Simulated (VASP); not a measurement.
Runs of VASP 6.6.1 on BiTe. The structure is trigonal, space group R-3m (No. 166). Conventional cell: a = 4.845 Å, b = 4.845 Å, c = 9.952 Å, α = 90.00°, β = 90.00°, γ = 120.00°. Bi (site symmetry -3m) has 6 Te at 3.25 Å as nearest neighbours. Te (site symmetry -3m) is surrounded by 6 Bi at 3.25 Å. The cell comes from a database or a generator and needn't be the stable form of this composition.

```csv
task,level,potentials or basis,cell,k mesh,cutoff (eV),smearing,k mesh for the DOS,occupations for the DOS,mesh quality,gap on the mesh (eV),pressure (GPa)
single point,PBEsol,"VASP PAW PBE potentials, release 64 (Bi, Te)",as given,7 × 7 × 7,500,gaussian 0.02 eV,-,-,not flagged,none,-2.3
core levels,LDA,"VASP PAW LDA potentials, release 64 (Bi_d, Te)",as given,7 × 7 × 7,520,gaussian 0.02 eV,-,-,not flagged,none,(a)
single point,PBE,"VASP PAW PBE potentials, release 64 (Bi_d_GW, Te_GW)",as given,4 × 4 × 4,450,gaussian 0.02 eV,-,-,coarse,none,(b)
single point,PBE,"VASP PAW PBE potentials, release 64 (Bi_d, Te)",as given,7 × 7 × 7,520,fermi-dirac 0.05 eV,-,-,not flagged,none,0.1
electron localisation function,PBE,"VASP PAW PBE potentials, release 64 (Bi_d, Te)",as given,7 × 7 × 7,520,gaussian 0.02 eV,-,-,not flagged,none,0.1
electron localisation function,LDA,"VASP PAW LDA potentials, release 64 (Bi_d, Te)",as given,7 × 7 × 7,520,gaussian 0.02 eV,-,-,not flagged,none,-3.4
single point,PBE,"VASP PAW PBE potentials, release 64 (Bi_d_GW, Te_GW)",as given,5 × 5 × 5,500,gaussian 0.02 eV,-,-,not flagged,none,-0.2
```

Alike in all rows: no spin polarisation.

Task: Fill in the values left out.

Result: (a) -3.3; (b) -0.3.

Caveats: some runs use coarse meshes; spin-orbit coupling is left out, which moves the levels of the heavy elements; the PAW data sets were made with another functional, which shifts forces and pressure a little (some runs).

A k mesh can miss the band edges, and the runs leave out spin-orbit coupling on Bi, Te.

A gap of «none» marks a metal or a gap under the smearing width.

Not every run made on this cell is shown here.
